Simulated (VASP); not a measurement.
Input:

```
CELL_PARAMETERS angstrom
      4.06940     0.00000     0.00000
      0.00000     4.06940     0.00000
      0.00000     0.00000     4.06940
ATOMIC_POSITIONS crystal
  Ba 0.50000 0.50000 0.50000
  Ti 0.00000 0.00000 0.00000
  O  0.50000 0.00000 0.00000
  O  0.00000 0.50000 0.00000
  O  0.00000 0.00000 0.50000
```

The numbers are results of PBE GGA, VASP's PBE PAW potentials (set 64) (plane waves; VASP), not measurements. Numerical set-up: 400 eV cut-off, 4×4×4 Γ-centred mesh, Gaussian smearing of 0.010 eV, potentials Ba_sv Ti_sv O.

At this cut-off the stress carries a Pulay error, which pulls relaxed volumes low. Energy and stress use the plane-wave basis of the starting cell.

Question: The ions, cell shape and volume are relaxed. Predict the relaxed structure.

Answer: 
```
CELL_PARAMETERS angstrom
      4.00517     0.00000     0.00000
      0.00000     4.00517     0.00000
      0.00000     0.00000     4.00517
ATOMIC_POSITIONS crystal
  Ba 0.50000 0.50000 0.50000
  Ti 0.00000 0.00000 0.00000
  O  0.50000 0.00000 0.00000
  O  0.00000 0.50000 0.00000
  O  0.00000 0.00000 0.50000
```
Space group Pm-3m (221), at a tolerance of 0.03 Å.

Question: How do energy and volume change from the first to the last step?

Answer: The energy (σ→0) changes by -17.6 meV/atom and the volume by -4.7 %, in 4 ionic steps.

The structure comes from a computed database's BaTiO3 entry; how it stands against other phases isn't given here. This run relaxes it. Symmetry was kept, so distortions that lower it aren't found. The run is one of a series of settings (EDIFFG = -0.01, IBRION = 2, ISIF = 3, NSW = 50 against the base run), some of them coarse on purpose.
